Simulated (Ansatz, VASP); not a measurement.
## ZnSe (Stilleite): VASP beside Ansatz

One calculation is typed for both programs; each brings its own data sets. How far apart do they land? The cell is taken from a series of runs on this material, whose earlier steps may have relaxed, scaled, displaced or heated it; both programs get it as it stands.

Program: Ansatz 0.2.0. Level of theory: plane waves, with VASP 6.6.1 beside it; zone-centre phonons at LDA. Results are calculated unless marked as measured.

## 1. The structure

It takes space group F-43m (No. 216, cubic). Conventional cell: a = 5.454 Å, b = 5.454 Å, c = 5.454 Å, α = 90.00°, β = 90.00°, γ = 90.00°. Nearest to Zn lie 4 Se at 2.36 Å. Nearest to Se lie 4 Zn at 2.36 Å. Farther neighbours and most contacts between anions are not listed.

Structure file:

```cif
data_structure
_symmetry_space_group_name_H-M 'F-43m'
_symmetry_Int_Tables_number 216
_cell_length_a 5.4537
_cell_length_b 5.4537
_cell_length_c 5.4537
_cell_angle_alpha 90.000
_cell_angle_beta 90.000
_cell_angle_gamma 90.000
_cell_volume 162.21
loop_
_atom_site_label
_atom_site_type_symbol
_atom_site_symmetry_multiplicity
_atom_site_Wyckoff_symbol
_atom_site_fract_x
_atom_site_fract_y
_atom_site_fract_z
_atom_site_occupancy
Zn1 Zn 4 a 0.00000 0.00000 0.00000 1
Se1 Se 4 c 0.25000 0.25000 0.25000 1
```

## 2. Ansatz: zone-centre phonons, LDA, pair 1

Ansatz runs on its PAW soft_1 files.

Second derivatives magnify differences that forces hide, and they need a tight electronic threshold.

File input.yaml:

```yaml
crystal:
  lattice:
    - [0.0, 2.7268497799, 2.7268497799]
    - [2.7268497799, 0.0, 2.7268497799]
    - [2.7268497799, 2.7268497799, 0.0]
  atoms:
    - { symbol: Zn, position: [0.0, 0.0, 0.0] }
    - { symbol: Se, position: [0.75, 0.75, 0.75] }
kpoints:
  mp_grid: { grid: [12, 12, 12] }
hamiltonian:
  xc: lda
  pseudopotentials: { kind: paw, azcp: { folder: soft_1 }, xc_functional: pbe }
scf:
  occupations: { method: fixed }
output:
  eigenvalues: true
phonons:
  method: dfpt
  dielectric: true
  rigid_motions: translations
```

On the command line:

```
> ansatz run input.yaml --threads 4 --pin off --max-ram 10240MiB --backend cpu --events-out ev --progress --plain --runs-dir out
```

Numbers of over 12 decimals in the logs are rounded to 6 here.

The program printed:

```text
Engine: ansatz 0.2.0, x86_64-unknown-linux-gnu
Pseudopotentials: kind: paw
Pseudopotential: Zn, paw, valence charge 12, recommended cutoff 420 eV (normal), soft_1/Zn.paw.azcp
Pseudopotential: Se, paw, valence charge 16, recommended cutoff 420 eV (normal), soft_1/Se.paw.azcp
Functional definition: SPW92
  exchange = slater_x
  correlation = pw_c
Crystal: 2 atoms, lattice volume = 40.552 Å³
Basis set: ecut = 420 eV, 821 PW (Γ), exchange–correlation on 54×54×54 points (8 copies of the dense FFT grid, shifted against one another)
Bands: 18, of which v1, the nominal top of the filled ones, is band 14 counted from 1 (13 counted from 0)
Symmetry: 24 space group operations
k-points: 280 of 1728 (irreducible under 4 space group operations, time reversal used)
Non-local potential: Zn, projectors of the file, l = 0: 2, l = 1: 2, l = 2: 3, l = 3: 1
Non-local potential: Se, projectors of the file, l = 0: 2, l = 1: 2, l = 2: 3, l = 3: 1
PAW form: soft (Blöchl's): semilocal exchange-correlation on the pseudo side does not see the compensation charge
PAW frozen core: Zn, regenerated for the run's functional, and the local potential with it (the file was generated under x = pbe(κ = 0.804, μ = 0.219515), c = pbe(β = 0.066725))
PAW frozen core: Se, regenerated for the run's functional, and the local potential with it (the file was generated under x = pbe(κ = 0.804, μ = 0.219515), c = pbe(β = 0.066725))
PAW one-centre angular grid: Zn, 590 points (default); XC on 64 Gauss nodes
PAW one-centre angular grid: Se, 590 points (default); XC on 64 Gauss nodes
Initial density: superposition of atomic densities (chi_scale 0.1, normalization cell, long waves kept (reshape's long-wave potential 0.00 eV rms))
Initial wavefunctions: pseudopotential atomic-orbital guess
Functional: x = slater, c = lda
SCF iter   1: F=—  HF=-8631.149969 eV  |F-HF|=—  |Δ(HF+E_count)|=         —  Δρ=6.02e-2  dr2=9.32e-1  ethr=3.10e-3  ⟨swp⟩=4.2  Hψ=24094  notcnv=0  defer=436
preconditioner: auto → none  [insulator: Δε(μ)=1.553 eV  Ē_g=13.339 eV  n_scr=14 (ndim 8)  ℏωp=24.7 eV  f_vac=0.022  ε∞_Penn≈4.4]
SCF iter   2: F=—  HF=-8630.910614 eV  |F-HF|=—  |Δ(HF+E_count)|=   2.39e-1  Δρ=2.77e-2  dr2=1.83e-1  ethr=3.10e-3  ⟨swp⟩=3.0  Hψ=11077  notcnv=0  defer=499
SCF iter   3: F=—  HF=-8630.830690 eV  |F-HF|=—  |Δ(HF+E_count)|=   7.99e-2  Δρ=1.22e-2  dr2=3.18e-2  ethr=6.54e-4  ⟨swp⟩=2.0  Hψ=10065  notcnv=0  defer=527
SCF iter   4: F=—  HF=-8630.822213 eV  |F-HF|=—  |Δ(HF+E_count)|=   8.48e-3  Δρ=2.73e-3  dr2=1.61e-3  ethr=1.14e-4  ⟨swp⟩=2.8  Hψ=8527  notcnv=0  defer=547
SCF iter   5: F=—  HF=-8630.822553 eV  |F-HF|=—  |Δ(HF+E_count)|=   3.40e-4  Δρ=9.30e-4  dr2=2.61e-4  ethr=5.75e-6  ⟨swp⟩=2.5  Hψ=10148  notcnv=0  defer=550
SCF iter   6: F=—  HF=-8630.822577 eV  |F-HF|=—  |Δ(HF+E_count)|=   2.35e-5  Δρ=5.27e-5  dr2=7.77e-7  ethr=9.31e-7  ⟨swp⟩=2.0  Hψ=9530  notcnv=0  defer=540
SCF iter   7: F=—  HF=-8630.822576 eV  |F-HF|=—  |Δ(HF+E_count)|=   1.04e-6  Δρ=1.36e-5  dr2=9.56e-8  ethr=2.77e-9  ⟨swp⟩=2.0  Hψ=8960  notcnv=0  defer=45
SCF iter   8: F=—  HF=-8630.822576 eV  |F-HF|=—  |Δ(HF+E_count)|=   4.01e-8  Δρ=7.14e-6  dr2=1.03e-8  ethr=3.42e-10  ⟨swp⟩=2.0  Hψ=7333  notcnv=0  defer=45
SCF iter   9: F=—  HF=-8630.822576 eV  |F-HF|=—  |Δ(HF+E_count)|=   1.75e-9  Δρ=9.54e-7  dr2=1.92e-10  ethr=3.67e-11  ⟨swp⟩=2.6  Hψ=8663  notcnv=0  defer=45
SCF iter  10: F=-8630.822576 eV  HF=-8630.822576 eV  |F-HF|=0.00e0  |Δ(HF+E_count)|=  6.00e-11  Δρ=8.09e-8  dr2=1.08e-12  ethr=1.00e-12  ⟨swp⟩=8.0  Hψ=31798  notcnv=0
SCF 1 converged in 10 iterations: F = -8630.822576 eV  dr2 = 1.08e-12
  greatest PAW one-centre occupation: 1.000 electrons in one spin orbital (limit 2), on the Se atom at site 1 (counted from 0), in its partial waves of l = 2
NSCF: frozen V_eff on 1 k-points
DFPT response loops at Γ: preconditioner auto → none (the input reference at scf.mixing.eps_inf says where Resta's filter doesn't serve); β = 0.50; Broyden in place of MSR1
── the response to a field inside a basis, on 12×12×12 k-points: an SCF that follows is theirs, and a resumed run solves both again ──
Bands: 15, of which v1, the nominal top of the filled ones, is band 14 counted from 1 (13 counted from 0)
k-points: 182 of 1728 (irreducible under 6 space group operations, time reversal used)
Initial density: handed on by an earlier stage of this run
Initial wavefunctions: pseudopotential atomic-orbital guess (no wavefunctions were taken with the density)
Eigensolver: Dense (182 Hₖ)
SCF iter   1: F=—  HF=-8630.821374 eV  |F-HF|=—  |Δ(HF+E_count)|=         —  Δρ=1.53e-4  dr2=3.04e-6  ethr=1.00e-1
preconditioner: auto → none  [insulator: Δε(μ)=1.750 eV  Ē_g=10.015 eV  n_scr=14 (ndim 8)  ℏωp=24.7 eV  f_vac=0.074  ε∞_Penn≈7.1]
SCF iter   2: F=—  HF=-8630.821372 eV  |F-HF|=—  |Δ(HF+E_count)|=   1.64e-6  Δρ=1.73e-4  dr2=5.21e-6  ethr=1.08e-8
SCF iter   3: F=—  HF=-8630.821374 eV  |F-HF|=—  |Δ(HF+E_count)|=   1.68e-6  Δρ=1.29e-4  dr2=3.89e-6  ethr=1.08e-8
SCF iter   4: F=-8630.821372 eV  HF=-8630.821372 eV  |F-HF|=1.78e-8  |Δ(HF+E_count)|=   2.04e-6  Δρ=1.17e-5  dr2=2.78e-8  ethr=1.08e-8
SCF 1 converged in 4 iterations: F = -8630.821372 eV  dr2 = 2.78e-8
DFPT response loops at Γ: mixed as the last ones told, above
WARN: field response: ε∞ stands inside a basis, on 12×12×12 points; the force constants stand on the 12×12×12 k-mesh, whose period is 12.92 times the interband length at k = (0.0000, 0.0000, 0.0000), direct gap 1.510 eV, under 14: take them and everything formed from them as unconverged, and compare with a denser kpoints.mp_grid
SCF converged after 10 iterations
Free energy (F): -8630.822576 eV
Harris-Foulkes:  -8630.822576 eV  (|F-HF|=0.00e0)
Internal energy: -8630.822576 eV  (E = F + TS)
E sigma→0 (E₀):  -8630.822576 eV
Fermi energy:    7.871800 eV
--- Per-component energies (eV) ---
  E_band       = -364.821732
  E_kinetic    = 262.759182
  E_local      = -4673.887360  (includes V_loc(G=0)·N_el)
  E_nonlocal   = 471.374789
  E_hartree    = 2167.834271
  E_xc         = -164.129634
  E_vxc        = -144.282043  (∫ρ·V_xc dr)
  E_paw        = -3870.886249  (= ΣΔE_a)
  E_vpaw       = -616.454176  (= ΣTr[D̂ρ^β])
  E_aug_tail   = -0.000690  (compensation charges beyond the density's cutoff)
  E_ewald      = -2827.661389
  E_core_change = 3.774503  (= ΣΔE_core)
  E_smearing   = -0.000000  (= −TS)
  E_closure    = -0.000000  (closes the sum)
  Σ components = -8630.822576   (vs F -8630.822576, Δ=0.00e0)
--- Band table (eV; the first three rows and the last of 280) ---
  k-point 0: bands = [... 10 lower, 1.2001, 7.8718, 7.8718, 7.8718, 9.3817, 13.5351, 13.5351, 13.5351]
  k-point 1: bands = [... 10 lower, 1.1990, 7.0568, 7.7824, 7.7824, 10.0077, 13.4941, 13.6786, 13.6786]
  k-point 2: bands = [... 10 lower, 1.1973, 5.7496, 7.5572, 7.5572, 10.6199, 13.7511, 14.0024, 14.0024]
  k-point 279: bands = [... 10 lower, 1.6049, 2.5292, 4.5705, 4.5865, 13.2160, 13.8409, 14.9345, 15.4204]
--- Phonons (Γ-DFPT): 2 representative perturbations + reference, on 280 of 1728 k-points (Σ response iterations 7) ---
  k mesh reduced under 4 symmetry operations, with k and −k counted as one. Each operation leaves every solved perturbation unchanged. A smaller set is not considered because the run solves the response to a homogeneous field
  ASR residual: 5.602e-5 → 0.000e0 eV/Å²; symmetrization residual: 4.154e-6 eV/Å²
  ASR residual per site (eV/Å²): 5.60e-5 3.77e-5
  Γ frequencies (cm⁻¹): 0.00 0.00 0.00 241.36 241.36 241.36
  ε∞ (high-frequency dielectric tensor):
        7.362393    -0.000000     0.000000
       -0.000000     7.362393     0.000000
        0.000000     0.000000     7.362393
  ε⁰ (static dielectric tensor: ions relaxed, cell fixed):
        9.397248    -0.000000     0.000000
       -0.000000     9.397248     0.000000
        0.000000     0.000000     9.397248
  ε⁰ − ε∞ (ionic part):
        2.034855    -0.000000     0.000000
       -0.000000     2.034855    -0.000000
        0.000000    -0.000000     2.034855
  softest optical mode at Γ: 241.36 cm⁻¹; the repairs (sum rule, projections) moved no ω² at Γ by more than (0.58 cm⁻¹)²
  Born effective charges Z* (e; rows j = field, columns β = displacement):
    site 0:
         1.86927   -0.00000    0.00000
        -0.00000    1.86927   -0.00000
        -0.00000    0.00000    1.86927
    site 1:
        -1.86927    0.00000   -0.00000
         0.00000   -1.86927    0.00000
         0.00000   -0.00000   -1.86927
  Z* charge neutrality: 2.020e-4 e pre-enforcement
  solved inside a basis spanned on kpoints, on 12×12×12 k-points, its susceptibility summed on 16×16×16: ε∞ is read to err by 2.1e-2, Z* by 1.7e-2 e (field_mesh: kpoints solves on kpoints); Z* is corrected for what the basis lacks
  optical modes at Γ without the LO–TO term, one row a degenerate level:
      ω (cm⁻¹)  modes    IR ((D/Å)²/amu)
        241.36      3             6.7614
  optical modes at Γ + LO–TO along q̂ = [1.0000, 0.0000, 0.0000]:
      ω (cm⁻¹)  modes    IR ((D/Å)²/amu)
        241.36      2             4.5076
        272.68      1             2.2538
  optical modes at Γ + LO–TO along q̂ = [0.0000, 1.0000, 0.0000]:
      ω (cm⁻¹)  modes    IR ((D/Å)²/amu)
        241.36      2             4.5076
        272.68      1             2.2538
  optical modes at Γ + LO–TO along q̂ = [0.0000, 0.0000, 1.0000]:
      ω (cm⁻¹)  modes    IR ((D/Å)²/amu)
        241.36      2             4.5076
        272.68      1             2.2538
```

Reading the cycles: dr2 is the Hartree energy of the density residual (eV), the measure of convergence; HF is the Harris–Foulkes estimate of the energy, which meets the free energy F at convergence.

(Part 1 of 3 ends here.)

[Lines on the potential files, build, host, timing and source positions are cut from VASP's logs without a mark.]

[Logs are printed without paths, hosts, clocks, repeated set-up lines and the standing remarks that a program may print on its own settings, such as how far it seeks lower states.]

[Hosts, paths, dates, database ids (printed as entryN), source tags and the programs' standing remarks are cut or masked in the printed files.]
